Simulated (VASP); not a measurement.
# MnCuAs: structure and properties in VASP, part 3 of 8

What structure does MnCuAs take at this level, and what are its properties? The start is a computed cell from the Materials Project.

VASP 6.6.1, plane waves and PAW; the level of theory is named at each step.

So far, largest spin moment in the PAW sphere (μB): step 2 (magnetic order: ferromagnetic) 3.38; step 3 (magnetic order: antiferromagnetic within the cell) 3.44; step 4 (magnetic order: antiferromagnetic, q = (0, 0, 1/2)) 3.47.

### Step 5. Magnetic order: antiferromagnetic, q = (1/2, 1/2, 1/2)

Level of this step: PBEsol, spin-polarised from an antiferromagnetic start; plane waves and PAW (Mn_pv, Cu, As) (VASP).

Next, a pattern with opposite moments, which needs a doubled cell; q is given in the reciprocal vectors of the primitive cell.

File INCAR:

```
SYSTEM = MnCuAs
PREC = Accurate
ENCUT = 400
EDIFF = 1E-06
NELM = 100
ISMEAR = 1
SIGMA = 0.2
LREAL = .FALSE.
ALGO = Normal
GGA = PS
NBANDS = 77
ISPIN = 2
MAGMOM = 4 -4 4 -4 0.6 -0.6 0.6 -0.6 0 0 0 0
LASPH = .TRUE.
LMAXMIX = 4
LORBIT = 11
LWAVE = .FALSE.
LCHARG = .FALSE.
KPAR = 8
ISIF = 2
```

File POSCAR:

```
MnCuAs
1.0
    7.3989820000      0.0000000000      0.0000000000
    3.6994910000      3.6994910000      0.0000000000
    3.6994910000      0.0000000000      6.4084220000
Mn Cu As
4 4 4
Direct
    0.6679900000      0.5000000000      0.1640200000
    0.1679900000      0.5000000000      0.1640200000
    0.8320100000      0.0000000000      0.8359800000
    0.3320100000      0.0000000000      0.8359800000
    0.7500000000      0.0000000000      0.5000000000
    0.2500000000      0.0000000000      0.5000000000
    0.7500000000      0.5000000000      0.5000000000
    0.2500000000      0.5000000000      0.5000000000
    0.3618770000      0.5000000000      0.7762460000
    0.8618770000      0.5000000000      0.7762460000
    0.1381230000      0.0000000000      0.2237540000
    0.6381230000      0.0000000000      0.2237540000
```

File KPOINTS:

```
Automatic mesh
0
Gamma
6 6 6
0 0 0
```

The projector-augmented-wave data sets are Mn_pv, Cu and As (PBE family, release 64).

On the command line:

```bash
mpirun -np 8 vasp_std
```

What it wrote:

```text
[... set-up lines as in an earlier step ...]
 entering main loop
       N       E                     dE             d eps       ncg     rms          rms(c)
DAV:   1     0.119952869234E+04    0.11995E+04   -0.47294E+04 22904   0.168E+03
DAV:   2     0.848926164012E+02   -0.11146E+04   -0.10675E+04 20944   0.478E+02
DAV:   3    -0.724128630563E+02   -0.15731E+03   -0.13933E+03 21910   0.189E+02
DAV:   4    -0.850673456360E+02   -0.12654E+02   -0.12209E+02 32216   0.575E+01
DAV:   5    -0.853756662484E+02   -0.30832E+00   -0.30717E+00 31648   0.105E+01    0.288E+01
DAV:   6    -0.814621347675E+02    0.39135E+01   -0.12039E+02 29510   0.136E+02    0.196E+01
DAV:   7    -0.763363439082E+02    0.51258E+01   -0.25332E+01 26724   0.682E+01    0.613E+00
DAV:   8    -0.765581315160E+02   -0.22179E+00   -0.34452E+00 31536   0.133E+01    0.509E+00
DAV:   9    -0.765169226509E+02    0.41209E-01   -0.40818E-01 32964   0.109E+01    0.251E+00
DAV:  10    -0.764812949038E+02    0.35628E-01   -0.14008E-01 32032   0.609E+00    0.103E+00
DAV:  11    -0.764778199265E+02    0.34750E-02   -0.44887E-02 32111   0.393E+00    0.252E-01
DAV:  12    -0.764785630550E+02   -0.74313E-03   -0.92209E-03 31019   0.609E-01    0.117E-01
DAV:  13    -0.764785488786E+02    0.14176E-04   -0.24304E-04 25692   0.130E-01    0.553E-02
DAV:  14    -0.764785435645E+02    0.53140E-05   -0.83663E-05 30611   0.107E-01    0.269E-02
DAV:  15    -0.764785474768E+02   -0.39123E-05   -0.14933E-05 28966   0.459E-02    0.133E-02
DAV:  16    -0.764785471995E+02    0.27727E-06   -0.21569E-06 14991   0.280E-02
   1 F= -.76478547E+02 E0= -.76477137E+02  d E =-.423045E-02  mag=    -0.0000
```

Run time: 2.1 min. Hardware: 8 MPI ranks of AMD EPYC 9R45, shared host; peak memory 7.4 GiB; 17 min of CPU time.

From OUTCAR (step 5):

```text
   k-points           NKPTS =     68   k-points in BZ     NKDIM =     68   number of bands    NBANDS=     77

   ENCUT  =  400.0 eV  29.40 Ry    5.42 a.u.  12.07  8.53 12.07*2*pi/ulx,y,z

   NELECT =     116.0000    total number of electrons

 E-fermi :   7.7626

 spin component 1
 k-point     1 :       0.0000    0.0000    0.0000
  band No.  band energies     occupation
    ...
     54       6.0220      1.00000
     55       6.3169      1.00000
     56       7.0997      1.00001
     57       7.3200      1.00378
     58       7.4895      1.03295
     59       7.9990     -0.03516
     60       8.0877     -0.02189
     61       8.1574     -0.00869
     62       8.3535     -0.00012
     63       8.7189     -0.00000
    ...

 k-point     2 :       0.1667    0.0000   -0.0000
  band No.  band energies     occupation
    ...
     55       6.3677      1.00000
     56       7.1355      1.00004
     57       7.2783      1.00163
     58       7.5132      1.03538
     59       7.6631      0.86892
     60       8.1890     -0.00510
     61       8.2738     -0.00090
     62       8.4445     -0.00001
     63       8.5598     -0.00000
     64       8.7787     -0.00000
    ...

  Total       -6.7520366     -6.7520366     -6.8825187      1.2212608     -0.0000707      0.0000708
  in kB      -61.6709048    -61.6709048    -62.8626856     11.1545989     -0.0006457      0.0006463
  external PRESSURE =     -62.0681650 kB  Pullay stress =       0.0000000 kB

 POSITION                                       TOTAL-FORCE (eV/Angst)
 -----------------------------------------------------------------------------------
      7.39898      1.84975      1.05111         0.000029     -0.000029     -0.059195
      3.69949      1.84975      1.05111         0.000029     -0.000029     -0.059195
      9.24873      0.00000      5.35731        -0.000029      0.000029      0.059195
      5.54924      0.00000      5.35731        -0.000029      0.000029      0.059195
      7.39898      0.00000      3.20421         0.000003      0.000003      0.000000
      3.69949      0.00000      3.20421         0.000003      0.000003      0.000000
      9.24873      1.84975      3.20421        -0.000003     -0.000003      0.000000
      5.54924      1.84975      3.20421        -0.000003     -0.000003      0.000000
      7.39898      1.84975      4.97451         0.000012     -0.000012     -0.102024
     11.09847      1.84975      4.97451         0.000012     -0.000012     -0.102024
      1.84975      0.00000      1.43391        -0.000012      0.000012      0.102024
      5.54924      0.00000      1.43391        -0.000012      0.000012      0.102024
 -----------------------------------------------------------------------------------
    total drift:                                0.000000      0.000000     -0.000000

  FREE ENERGIE OF THE ION-ELECTRON SYSTEM (eV)
  ---------------------------------------------------
  free  energy   TOTEN  =       -76.4785471995 eV

  energy  without entropy=      -76.4743167454  energy(sigma->0) =      -76.47713705

 magnetization (x)
# of ion       s       p       d       tot
------------------------------------------
    1        0.030   0.023   3.397   3.450
    2       -0.030  -0.023  -3.397  -3.450
    3        0.030   0.023   3.397   3.450
    4       -0.030  -0.023  -3.397  -3.450
    5        0.000   0.000  -0.000   0.000
    6       -0.000  -0.000   0.000  -0.000
    7        0.000   0.000  -0.000   0.000
    8       -0.000  -0.000   0.000  -0.000
    9       -0.005   0.016  -0.001   0.011
   10        0.005  -0.016   0.001  -0.011
   11       -0.005   0.016  -0.001   0.011
   12        0.005  -0.016   0.001  -0.011
--------------------------------------------------
tot          0.000   0.000   0.000   0.000

[... 2 parts as in an earlier step ...]

[... 13 further parts left out ...]
```

This step gave:

| Property | Result |
| --- | --- |
| SCF cycles | 16 |
| irreducible k-points | 68 |
| symmetry operations | 4 |
| free energy (TOTEN) | -76.4785 eV |
| energy at zero smearing | -76.4771 eV |
| Fermi energy | 7.763 eV |
| pressure | -6.207 GPa |

Spin moment in the PAW sphere by atom:

```
atom  spin moment in the PAW sphere (μB)
 Mn1                                3.45
 Mn2                               -3.45
 Mn3                                3.45
 Mn4                               -3.45
 Cu5                                0.00
 Cu6                                0.00
 Cu7                                0.00
 Cu8                                0.00
 As9                                0.01
As10                               -0.01
As11                                0.01
As12                               -0.01
```

Force by atom:

| atom | x (eV/Å) | y (eV/Å) | z (eV/Å) | size |
| --- | --- | --- | --- | --- |
| Mn1 | 0.000 | 0.000 | -0.059 | 0.059 |
| Mn2 | 0.000 | 0.000 | -0.059 | 0.059 |
| Mn3 | 0.000 | 0.000 | 0.059 | 0.059 |
| Mn4 | 0.000 | 0.000 | 0.059 | 0.059 |
| Cu5 | 0.000 | 0.000 | 0.000 | 0.000 |
| Cu6 | 0.000 | 0.000 | 0.000 | 0.000 |
| Cu7 | 0.000 | 0.000 | 0.000 | 0.000 |
| Cu8 | 0.000 | 0.000 | 0.000 | 0.000 |
| As9 | 0.000 | 0.000 | -0.102 | 0.102 |
| As10 | 0.000 | 0.000 | -0.102 | 0.102 |
| As11 | 0.000 | 0.000 | 0.102 | 0.102 |
| As12 | 0.000 | 0.000 | 0.102 | 0.102 |

The energy lies -25.3 meV an atom from the first pattern. The run ends antiferromagnetic with a largest moment of 3.45 μB, and the mesh shows no gap.

### Step 6. Magnetic order: antiferromagnetic, q = (1/2, 1/2, 0)

Next, a pattern with opposite moments, which needs a doubled cell; q is given in the reciprocal vectors of the primitive cell.

INCAR is that of step 5.

File POSCAR:

```
MnCuAs
1.0
    7.3989820000      0.0000000000      0.0000000000
    3.6994910000      3.6994910000      0.0000000000
    0.0000000000      0.0000000000      6.4084220000
Mn Cu As
4 4 4
Direct
    0.7500000000      0.5000000000      0.1640200000
    0.2500000000      0.5000000000      0.1640200000
    0.2500000000      0.0000000000      0.8359800000
    0.7500000000      0.0000000000      0.8359800000
    0.0000000000      0.0000000000      0.5000000000
    0.5000000000      0.0000000000      0.5000000000
    0.0000000000      0.5000000000      0.5000000000
    0.5000000000      0.5000000000      0.5000000000
    0.7500000000      0.5000000000      0.7762460000
    0.2500000000      0.5000000000      0.7762460000
    0.2500000000      0.0000000000      0.2237540000
    0.7500000000      0.0000000000      0.2237540000
```

File KPOINTS:

```
Automatic mesh
0
Gamma
6 6 4
0 0 0
```

On the command line:

```bash
mpirun -np 8 vasp_std
```

What it wrote:

```text
[... set-up lines as in an earlier step ...]
 entering main loop
       N       E                     dE             d eps       ncg     rms          rms(c)
DAV:   1     0.120234042619E+04    0.12023E+04   -0.47267E+04 18832   0.167E+03
DAV:   2     0.856299212256E+02   -0.11167E+04   -0.10695E+04 17263   0.478E+02
DAV:   3    -0.724484740377E+02   -0.15808E+03   -0.14005E+03 18114   0.190E+02
DAV:   4    -0.850119247177E+02   -0.12563E+02   -0.12139E+02 26470   0.575E+01
DAV:   5    -0.853109230416E+02   -0.29900E+00   -0.29797E+00 25928   0.105E+01    0.287E+01
DAV:   6    -0.814642659427E+02    0.38467E+01   -0.11864E+02 24374   0.135E+02    0.194E+01
DAV:   7    -0.763668681928E+02    0.50974E+01   -0.25000E+01 22014   0.681E+01    0.596E+00
DAV:   8    -0.765731390287E+02   -0.20627E+00   -0.34529E+00 26024   0.122E+01    0.478E+00
DAV:   9    -0.765237395088E+02    0.49400E-01   -0.32481E-01 26547   0.967E+00    0.227E+00
DAV:  10    -0.764994738126E+02    0.24266E-01   -0.12574E-01 26384   0.557E+00    0.101E+00
DAV:  11    -0.764944919416E+02    0.49819E-02   -0.42390E-02 26600   0.389E+00    0.263E-01
DAV:  12    -0.764950352648E+02   -0.54332E-03   -0.87178E-03 26088   0.659E-01    0.105E-01
DAV:  13    -0.764950518457E+02   -0.16581E-04   -0.23261E-04 21120   0.118E-01    0.533E-02
DAV:  14    -0.764950462176E+02    0.56281E-05   -0.77600E-05 25752   0.117E-01    0.250E-02
DAV:  15    -0.764950491671E+02   -0.29494E-05   -0.13964E-05 23896   0.417E-02    0.129E-02
DAV:  16    -0.764950489094E+02    0.25765E-06   -0.31907E-06 14214   0.293E-02
   1 F= -.76495049E+02 E0= -.76495190E+02  d E =0.424572E-03  mag=     0.0000
```

Wall time 95 s (8 MPI ranks); peak memory 6.4 GiB.

Parts of OUTCAR (step 6):

```text
   k-points           NKPTS =     56   k-points in BZ     NKDIM =     56   number of bands    NBANDS=     77

   ENCUT  =  400.0 eV  29.40 Ry    5.42 a.u.  12.07  8.53 10.45*2*pi/ulx,y,z

   NELECT =     116.0000    total number of electrons

 E-fermi :   7.8179

 spin component 1
 k-point     1 :       0.0000    0.0000    0.0000
  band No.  band energies     occupation
    ...
     54       5.8603      1.00000
     55       6.3197      1.00000
     56       6.9419      1.00000
     57       7.1916      1.00004
     58       7.3758      1.00382
     59       7.9336      0.08990
     60       8.0890     -0.03327
     61       8.1747     -0.01504
     62       8.2789     -0.00264
     63       8.3163     -0.00120
    ...

 k-point     2 :       0.1667    0.0000    0.0000
  band No.  band energies     occupation
    ...
     55       6.2380      1.00000
     56       7.0328      1.00000
     57       7.1547      1.00001
     58       7.4356      1.01054
     59       7.4712      1.01712
     60       7.9416      0.07180
     61       8.2815     -0.00251
     62       8.3811     -0.00025
     63       8.6305     -0.00000
     64       8.8379     -0.00000
    ...

  Total       -7.4808354     -7.4808354     -7.7697515     -1.2723451      0.0000618     -0.0000618
  in kB      -68.3275162    -68.3275162    -70.9663821    -11.6211862      0.0005641     -0.0005646
  external PRESSURE =     -69.2071381 kB  Pullay stress =       0.0000000 kB

 POSITION                                       TOTAL-FORCE (eV/Angst)
 -----------------------------------------------------------------------------------
      7.39898      1.84975      1.05111         0.000032     -0.000032     -0.205679
      3.69949      1.84975      1.05111         0.000032     -0.000032     -0.205679
      1.84975      0.00000      5.35731        -0.000032      0.000032      0.205679
      5.54924      0.00000      5.35731        -0.000032      0.000032      0.205679
      0.00000      0.00000      3.20421         0.000004      0.000004      0.000000
      3.69949      0.00000      3.20421         0.000004      0.000004      0.000000
      1.84975      1.84975      3.20421        -0.000004     -0.000004      0.000000
      5.54924      1.84975      3.20421        -0.000004     -0.000004      0.000000
      7.39898      1.84975      4.97451         0.000018     -0.000018     -0.027341
      3.69949      1.84975      4.97451         0.000018     -0.000018     -0.027341
      1.84975      0.00000      1.43391        -0.000018      0.000018      0.027341
      5.54924      0.00000      1.43391        -0.000018      0.000018      0.027341
 -----------------------------------------------------------------------------------
    total drift:                                0.000000     -0.000000     -0.000000

  FREE ENERGIE OF THE ION-ELECTRON SYSTEM (eV)
  ---------------------------------------------------
  free  energy   TOTEN  =       -76.4950489094 eV

  energy  without entropy=      -76.4954734811  energy(sigma->0) =      -76.49519043

 magnetization (x)
# of ion       s       p       d       tot
------------------------------------------
    1        0.027   0.024   3.353   3.404
    2       -0.027  -0.024  -3.353  -3.404
    3        0.027   0.024   3.353   3.404
    4       -0.027  -0.024  -3.353  -3.404
    5        0.000   0.000  -0.000   0.000
    6       -0.000  -0.000   0.000  -0.000
    7        0.000   0.000  -0.000   0.000
    8       -0.000  -0.000   0.000  -0.000
    9        0.003  -0.014  -0.001  -0.013
   10       -0.003   0.014   0.001   0.013
   11        0.003  -0.014  -0.001  -0.013
   12       -0.003   0.014   0.001   0.013
--------------------------------------------------
tot          0.000   0.000   0.000   0.000

[... 2 parts as in an earlier step ...]

[... 13 further parts left out ...]
```

This step gave:

```yaml
irreducible_k_points: 56
free_energy_toten: -76.4950 eV
energy_at_zero_smearing: -76.4952 eV
fermi_energy: 7.818 eV
pressure: -6.921 GPa
```

Spin moment in the PAW sphere by atom:

```csv
atom,spin moment in the PAW sphere (μB)
Mn1,3.40
Mn2,-3.40
Mn3,3.40
Mn4,-3.40
Cu5,0.00
Cu6,0.00
Cu7,0.00
Cu8,0.00
As9,-0.01
As10,0.01
As11,-0.01
As12,0.01
```

Force by atom:

```
atom  x (eV/Å)  y (eV/Å)  z (eV/Å)   size
 Mn1     0.000     0.000    -0.206  0.206
 Mn2     0.000     0.000    -0.206  0.206
 Mn3     0.000     0.000     0.206  0.206
 Mn4     0.000     0.000     0.206  0.206
 Cu5     0.000     0.000     0.000  0.000
 Cu6     0.000     0.000     0.000  0.000
 Cu7     0.000     0.000     0.000  0.000
 Cu8     0.000     0.000     0.000  0.000
 As9     0.000     0.000    -0.027  0.027
As10     0.000     0.000    -0.027  0.027
As11     0.000     0.000     0.027  0.027
As12     0.000     0.000     0.027  0.027
```

The energy lies -26.8 meV an atom from the first pattern. The run ends antiferromagnetic with a largest moment of 3.40 μB, and the mesh shows no gap.

### Step 7. The orders side by side

This step: collinear orders at PBEsol; plane waves and PAW (VASP 6.6.1).

This step runs nothing: it gathers the runs above.

Patterns, by row:

```csv
start,atoms,energy less that of the first (meV/atom),largest site moment (μB),end state
ferromagnetic,6,0,3.38,ferromagnetic
antiferromagnetic within the cell,6,-52.8,3.44,antiferromagnetic
"antiferromagnetic, q = (0, 0, 1/2)",12,-39.2,3.47,antiferromagnetic
"antiferromagnetic, q = (1/2, 1/2, 1/2)",12,-25.3,3.45,antiferromagnetic
"antiferromagnetic, q = (1/2, 1/2, 0)",12,-26.8,3.4,antiferromagnetic
```

The session goes on in the lowest magnetic state found: antiferromagnetic. The next one lies 13.6 meV an atom higher.

[end of part 3 of 8]

[Lines on the potential files, build, host, timing and source positions are cut from VASP's logs without a mark.]

[Logs are printed without paths, hosts, clocks, repeated set-up lines and the standing remarks that a program may print on its own settings, such as how far it seeks lower states.]

[Hosts, paths, dates, database ids (printed as entryN), source tags and the programs' standing remarks are cut or masked in the printed files.]

[A measured line is paired with the nearest computed mode of its activity, which favours agreement.]
